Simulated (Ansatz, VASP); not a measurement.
# P: VASP beside Ansatz, part 2 of 2

One calculation is typed for both programs; each brings its own data sets. How far apart do they land? The cell is taken from a series of runs on this material, whose earlier steps may have relaxed, scaled, displaced or heated it; both programs get it as it stands.

VASP 6.6.1 and Ansatz 0.2.0.

So far: Set-up; VASP: zone-centre phonons, PBEsol with D3(BJ).

### 3. Ansatz: zone-centre phonons, PBEsol with D3(BJ)

Level of this step: Ansatz beside VASP: Kohn-Sham DFT, plane waves, PBEsol with D3(BJ) (Ansatz).

Ansatz runs on its PAW soft_1 files.

The same cell, functional, mesh and smearing now go to Ansatz, which takes its cutoff from its data sets.

input.yaml

```yaml
crystal:
  lattice:
    - [1.6798490764, -4.8382974033, 0.0]
    - [1.6798490764, 4.8382974033, 0.0]
    - [0.0, 0.0, 3.6652773302]
  atoms:
    - { symbol: P, position: [0.8861493281, 0.1138506719, 0.0493677645] }
    - { symbol: P, position: [0.6138506719, 0.3861493281, 0.5493677645] }
    - { symbol: P, position: [0.1138506719, 0.8861493281, 0.9506322355] }
    - { symbol: P, position: [0.3861493281, 0.6138506719, 0.4506322355] }
kpoints:
  mp_grid: { grid: [12, 12, 12] }
hamiltonian:
  xc: pbesol
  dispersion: d3bj
  pseudopotentials: { kind: paw, azcp: { folder: soft_1 }, xc_functional: pbe }
scf:
  occupations: { method: methfessel_paxton, width: 0.2 }
output:
  eigenvalues: true
phonons:
  method: dfpt
```

On the command line:

```
$ ansatz run input.yaml --threads 4 --pin off --max-ram 16384MiB --backend cpu --events-out ev --progress --plain --runs-dir out
```

Numbers of over 12 decimals in the logs are rounded to 6 here.

The program printed:

```text
zone centre: on kpoints.mp_grid the ground state, and the responses unless they are solved on pairs of k-points, stand on 476 of the mesh's 1728 k-points, reduced under 2 symmetry operations, with k and −k counted as one. Each operation leaves every solved displacement unchanged or reverses it
Engine: ansatz 0.2.0, x86_64-unknown-linux-gnu
Pseudopotentials: kind: paw
Pseudopotential: P, paw, valence charge 5, recommended cutoff 420 eV (normal), soft_1/P.paw.azcp
Functional definition: PBEsol
  exchange = pbesol_x
  correlation = pbesol_c
Crystal: 4 atoms, lattice volume = 59.580 Å³
Basis set: ecut = 420 eV, 1193 PW (Γ), exchange–correlation on 72×72×60 points (8 copies of the dense FFT grid, shifted against one another)
Bands: 14, of which v1, the nominal top of the filled ones, is band 10 counted from 1 (9 counted from 0)
Symmetry: 8 space group operations
k-points: 476 of 1728 (irreducible under 2 space group operations, time reversal used)
Non-local potential: P, projectors of the file, l = 0: 2, l = 1: 2, l = 2: 1
PAW form: soft (Blöchl's): semilocal exchange-correlation on the pseudo side does not see the compensation charge
PAW frozen core: P, regenerated for the run's functional, and the local potential with it (the file was generated under x = pbe(κ = 0.804, μ = 0.219515), c = pbe(β = 0.066725))
PAW one-centre angular grid: P, 110 points (default); XC on 64 Gauss nodes
Initial density: superposition of atomic densities (chi_scale 0.1, normalization cell)
Initial wavefunctions: pseudopotential atomic-orbital guess
Functional: x = pbesol(κ = 0.804, μ = 0.123457), c = pbesol(β = 0.046)
SCF iter   1: F=—  HF=-2961.606632 eV  |F-HF|=—  |Δ(HF+E_count)|=         —  Δρ=3.90e-2  dr2=5.30e-1  ethr=3.10e-3  ⟨swp⟩=6.6  Hψ=47855  notcnv=0
preconditioner: auto → Kerker (q_TF=auto, 2.274 Å⁻¹)  [metal: Δε(μ)=0.015 eV  Ē_g=9.445 eV  σ=0.200 eV  W_gap=0.06  n_scr=12 (ndim 8)  ℏωp=21.5 eV  f_vac=0.000  D(μ)=0.72/eV (n_scr^D=2)]
SCF iter   2: F=—  HF=-2961.507617 eV  |F-HF|=—  |Δ(HF+E_count)|=   9.90e-2  S|Δr|=    0.00e0  Δρ=2.32e-2  dr2=1.94e-1  ethr=2.65e-3  ⟨swp⟩=1.3  Hψ=10711  notcnv=0
SCF iter   3: F=—  HF=-2961.452840 eV  |F-HF|=—  |Δ(HF+E_count)|=   5.48e-2  S|Δr|=    0.00e0  Δρ=1.55e-3  dr2=1.11e-3  ethr=9.72e-4  ⟨swp⟩=2.1  Hψ=9664  notcnv=0
SCF iter   4: F=—  HF=-2961.452867 eV  |F-HF|=—  |Δ(HF+E_count)|=   2.70e-5  S|Δr|=    0.00e0  Δρ=3.92e-4  dr2=9.61e-5  ethr=5.56e-6  ⟨swp⟩=2.1  Hψ=11272  notcnv=0
SCF iter   5: F=—  HF=-2961.452874 eV  |F-HF|=—  |Δ(HF+E_count)|=   6.82e-6  S|Δr|=    0.00e0  Δρ=7.04e-5  dr2=2.61e-6  ethr=4.81e-7  ⟨swp⟩=2.3  Hψ=11511  notcnv=0
SCF iter   6: F=—  HF=-2961.452874 eV  |F-HF|=—  |Δ(HF+E_count)|=   2.24e-7  S|Δr|=    0.00e0  Δρ=9.28e-6  dr2=7.58e-8  ethr=1.30e-8  ⟨swp⟩=2.1  Hψ=11467  notcnv=0
SCF iter   7: F=—  HF=-2961.452874 eV  |F-HF|=—  |Δ(HF+E_count)|=   9.55e-8  S|Δr|=    0.00e0  Δρ=2.02e-6  dr2=5.58e-9  ethr=3.79e-10  ⟨swp⟩=2.3  Hψ=11470  notcnv=0
SCF iter   8: F=—  HF=-2961.452874 eV  |F-HF|=—  |Δ(HF+E_count)|=   1.06e-9  S|Δr|=    0.00e0  Δρ=2.73e-7  dr2=6.94e-11  ethr=2.79e-11  ⟨swp⟩=2.3  Hψ=10031  notcnv=0
SCF iter   9: F=-2961.452874 eV  HF=-2961.452874 eV  |F-HF|=9.09e-13  |Δ(HF+E_count)|=  1.23e-11  S|Δr|=    0.00e0  Δρ=5.09e-8  dr2=1.52e-12  ethr=1.00e-12  ⟨swp⟩=9.5  Hψ=45891  notcnv=0
SCF 1 converged in 9 iterations: F = -2961.452874 eV  dr2 = 1.52e-12
  greatest PAW one-centre occupation: 0.806 electrons in one spin orbital (limit 2), on the P atom at site 3 (counted from 0), in its partial waves of l = 0
DFPT response loops at Γ: preconditioner auto → Kerker (q_TF=auto, 2.274 Å⁻¹) (partly filled bands, converged f_vac=0.000); β = 1.00, the filter's whole step (`scf.mixing.beta` (0.50) is not read by the response loops under this deck's `scf.mixing.preconditioner`; to damp them name `kerker` or `kerker_dos`, under which they read `scf.mixing.beta`, and type it under 1.00, their step now; both keys bind the ground state too); Broyden in place of MSR1
SCF converged after 9 iterations
Stability not checked: this state was not tested for a lower state beside it, because cold or Methfessel-Paxton smearing, or corrected tetrahedra, fill the levels in a way that the test cannot read (fill_not_monotonic; see scf.lower_state_search)
Free energy (F): -2961.452874 eV
Harris-Foulkes:  -2961.452874 eV  (|F-HF|=9.09e-13)
Internal energy: -2961.452538 eV  (E = F + TS)
E sigma→0 (E₀):  -2961.452790 eV
Entropy (-TS):   -0.000336 eV (-0.084 meV/atom)
Fermi energy:    10.626016 eV
--- Per-component energies (eV) ---
  E_band       = 75.359505
  E_kinetic    = 281.090321
  E_local      = -120.621581  (includes V_loc(G=0)·N_el)
  E_nonlocal   = 130.626832
  E_hartree    = 31.892537
  E_xc         = -292.060372
  E_vxc        = -248.818173  (∫ρ·V_xc dr)
  E_paw        = -2172.691257  (= ΣΔE_a)
  E_vpaw       = -30.702973  (= ΣTr[D̂ρ^β])
  E_aug_tail   = -0.000001  (compensation charges beyond the density's cutoff)
  E_ewald      = -818.353151
  E_disp       = -1.520249  (pairwise vdW)
  E_core_change = 0.184385  (= ΣΔE_core)
  E_smearing   = -0.000336  (= −TS)
  E_closure    = -0.000000  (closes the sum)
  Σ components = -2961.452874   (vs F -2961.452874, Δ=0.00e0)
--- Band table (eV; the first three rows and the last of 476) ---
  k-point 0: bands = [... 6 lower, 7.2772, 7.5140, 8.1243, 9.5878, 12.1223, 12.5659, 12.9551, 15.4105]
  k-point 1: bands = [... 6 lower, 6.6929, 7.3220, 8.7925, 9.4221, 11.8914, 12.7173, 13.4974, 14.7610]
  k-point 2: bands = [... 6 lower, 6.2898, 7.4486, 8.9469, 9.5064, 12.0517, 12.9131, 13.6706, 14.2211]
  k-point 475: bands = [... 6 lower, 8.5206, 8.5206, 9.8799, 9.8799, 11.6101, 11.6101, 12.5086, 12.5086]
--- Phonons (Γ-DFPT): 3 representative perturbations + reference, on 476 of 1728 k-points (Σ response iterations 9) ---
  k mesh reduced under 2 symmetry operations, with k and −k counted as one. Each operation leaves every solved displacement unchanged or reverses it
  ASR residual: 1.955e-5 → 0.000e0 eV/Å²; symmetrization residual: 8.267e-7 eV/Å²
  pairwise dispersion correction: d3bj (s6 = 1.0, s8 = 2.9491, a1 = 0.4466, a2_bohr = 6.1742), with the weights of each atom's references fixed at the reference crystal's, and the forces and stress that the weights' published response gives there kept as a pressure on the atom's counted neighbours (hamiltonian.dispersion)
  ASR residual per site (eV/Å²): 1.95e-5 1.95e-5 1.95e-5 1.95e-5
  Γ frequencies (cm⁻¹): 0.00 0.00 0.00 53.41 162.70 190.73 350.20 370.96 375.38 379.83 418.29 430.77
  non-analytic LO–TO correction: not included (Born effective charges unavailable; polar crystals: no LO–TO splitting at Γ)
```

The column dr2 measures how far the density is from self-consistency, as an energy; F and HF (Harris–Foulkes) agree once it is small.

### 4. Differences

Known differences besides the potentials themselves: the cutoff is 420 eV in Ansatz and 500 eV in VASP; Ansatz makes its cores anew for this functional, VASP keeps those of its PBE data sets; Ansatz takes the dispersion share of the force constants at frozen C6 weights, VASP differentiates the full forces; VASP uses finite displacements, Ansatz perturbation theory. Total energies have different zeros and are not compared.

The two programs side by side:

```tsv
quantity	Ansatz	VASP	difference
optical mode 1 (cm⁻¹)	53.4	54.7	-2.43 %
optical mode 2 (cm⁻¹)	162.7	164.2	-0.92 %
optical mode 3 (cm⁻¹)	190.7	191.7	-0.52 %
optical mode 4 (cm⁻¹)	350.2	351.2	-0.28 %
optical mode 5 (cm⁻¹)	371.0	370.5	+0.12 %
optical mode 6 (cm⁻¹)	375.4	376.5	-0.30 %
optical mode 7 (cm⁻¹)	379.8	379.5	+0.08 %
optical mode 8 (cm⁻¹)	418.3	417.4	+0.20 %
optical mode 9 (cm⁻¹)	430.8	430.7	+0.01 %
```

Modes are paired by rising frequency, not by their patterns, so a pair may set unlike modes beside each other; they are those without the splitting of longitudinal modes.

### 5. Summary of results

```yaml
r_m_s_difference_of_the_optical_zone_centre_modes_each_program_s_sorted_by_frequency_zone_centre_phonons_pbesol_with_d3_bj: 0.96 cm⁻¹
difference_in_optical_mode_1_zone_centre_phonons_pbesol_with_d3_bj: -2.4 %
```

What this shows: The r.m.s. difference of the optical zone-centre modes, each program's sorted by frequency is 0.96 cm⁻¹ (zone-centre phonons, PBEsol with D3(BJ)). Among the rows given in per cent, the largest difference of the zone-centre phonons, PBEsol with D3(BJ) pair is in optical mode 1, -2.4 %. How closely two codes agree says nothing of how well the functional describes the real material.

[Lines on the potential files, build, host, timing and source positions are cut from VASP's logs without a mark.]

[Logs are printed without paths, hosts, clocks, repeated set-up lines and the standing remarks that a program may print on its own settings, such as how far it seeks lower states.]

[Hosts, paths, dates, database ids (printed as entryN), source tags and the programs' standing remarks are cut or masked in the printed files.]
